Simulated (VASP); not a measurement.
All values below come from PBE GGA with D4 dispersion, VASP's PBE PAW potentials (set 64) (plane waves; VASP).

A VASP calculation is set up with these files.

### KPOINTS
```
kpoints
0
Gamma
  8 8 5
```

POSCAR:
```
AlN
1
    1.5212115687    -2.6348157204     0.0000000000
    1.5212115687     2.6348157204     0.0000000000
    0.0000000000     0.0000000000     4.8717709992
Al N
2 2
Direct
  0.6666670000   0.3333330000   0.5000463799
  0.3333330000   0.6666670000   0.0000463799
  0.6666670000   0.3333330000   0.8819536201
  0.3333330000   0.6666670000   0.3819536201
```

**INCAR**
```
LCHARG  =  .FALSE.
IBRION  =  2
ISMEAR  =  0
EDIFFG  =  -0.01   # ionic stop
IVDW  =  13
LREAL  =  .FALSE.
EDIFF  =  1E-7   # SCF stop (eV)
NSW  =  30   # most ionic steps
ENCUT  =  520   # plane-wave cut-off (eV)
GGA  =  PE   # PBE
SYSTEM  =  AlN
LWAVE  =  .FALSE.
SIGMA  =  0.05
NELM  =  100   # most electronic steps
ALGO  =  Normal   # blocked Davidson
PREC  =  Accurate
ISIF  =  4   # ions and shape, fixed volume
LASPH  =  .TRUE.
```

POTCAR, in this order: Al N (PBE.64 set). Program: vasp_std.

Q: Predict the energy per atom (σ→0), dispersion energy.

A: 
The energy per atom (σ→0) is -7.723 eV/atom and the dispersion energy is -1.312 eV.

File OSZICAR:
```
...
   4 F= -.30893410E+02 E0= -.30893410E+02  d E =-.118494E-03
       N       E                     dE             d eps       ncg     rms          rms(c)
DAV:   1    -0.295819128282E+02   -0.15585E-04   -0.44480E-03   720   0.618E-01    0.102E-02
DAV:   2    -0.295819166245E+02   -0.37962E-05   -0.59519E-05   856   0.671E-02    0.683E-03
DAV:   3    -0.295819152256E+02    0.13988E-05   -0.15005E-06   832   0.137E-02    0.311E-03
DAV:   4    -0.295819150329E+02    0.19277E-06   -0.13614E-06   836   0.103E-02    0.108E-03
DAV:   5    -0.295819150246E+02    0.82613E-08   -0.12411E-07   416   0.364E-03
   5 F= -.30893433E+02 E0= -.30893433E+02  d E =-.141849E-03
```

The compound is AlN in the wurtzite structure. This cell is one point of a volume scan, at 0.94 of the reference volume. Symmetry was kept, so distortions that lower it aren't found.
